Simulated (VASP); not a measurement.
Level of theory: PBE GGA, VASP's PBE PAW potentials (set 64) (plane waves; VASP 6.6.1).

Input for VASP

### INCAR
```
! general
SYSTEM  = CuZn
PREC    = Accurate
ENCUT   = 300
LREAL   = .False.
LASPH   = .True.

! electronic loop
EDIFF   = 1E-6
NELM    = 100
ALGO    = Normal
LMAXMIX = 4

! smearing
ISMEAR  = 0
SIGMA   = 0.272

! functional
GGA     = PE

! ions
ISIF    = 2

! output
LWAVE   = .False.
LCHARG  = .False.
```

POSCAR:
```
CuZn
2.950
  1.0000000000   0.0000000000   0.0000000000
  0.0000000000   1.0000000000   0.0000000000
  0.0000000000   0.0000000000   1.0000000000
Zn Cu
1 1
Cart
  0.5000000000   0.5000000000   0.5000000000
  0.0000000000   0.0000000000   0.0000000000
```

**KPOINTS**
```
Automatic mesh
0
Gamma
1 1 1
0 0 0
```

POTCAR, in this order: Zn Cu (PBE.64 set). Program: vasp_std.

At this cut-off the stress carries a Pulay error, which pulls relaxed volumes low.

Task: What does the run give for the energy per atom (σ→0), pressure?

Result: 
| Property | Value |
|---|---|
| energy per atom (σ→0) | -213.6 kJ/mol of atoms |
| pressure | 110.4 kbar |

**OSZICAR**
```
...
DAV:   6    -0.460788922223E+01    0.19242E+00   -0.11158E+00    30   0.188E+01    0.261E+00
DAV:   7    -0.458114808010E+01    0.26741E-01   -0.12847E-01    30   0.929E+00    0.193E+00
DAV:   8    -0.457135176959E+01    0.97963E-02   -0.24361E-02    30   0.307E+00    0.267E-01
DAV:   9    -0.457104642095E+01    0.30535E-03   -0.70620E-04    30   0.581E-01    0.349E-02
DAV:  10    -0.457105205132E+01   -0.56304E-05   -0.65250E-05    30   0.145E-01    0.237E-02
DAV:  11    -0.457105054875E+01    0.15026E-05   -0.46266E-06    23   0.375E-02    0.517E-03
DAV:  12    -0.457105032030E+01    0.22845E-06   -0.49584E-07    15   0.166E-02
   1 F= -.45710503E+01 E0= -.44268865E+01  d E =-.288328E+00
```

The structure is a typed CuZn crystal (Pm-3m). The cell was not relaxed at this level. The k-mesh is coarse (spacing up to 2.13 per Å, 2π included), so the numbers may not be converged in it. The run is one of a series of settings (KPOINTS 1×1×1 Γ-centred mesh against the base run), some of them coarse on purpose. The electron count is odd and the run is not spin-polarised, which forces a metal.
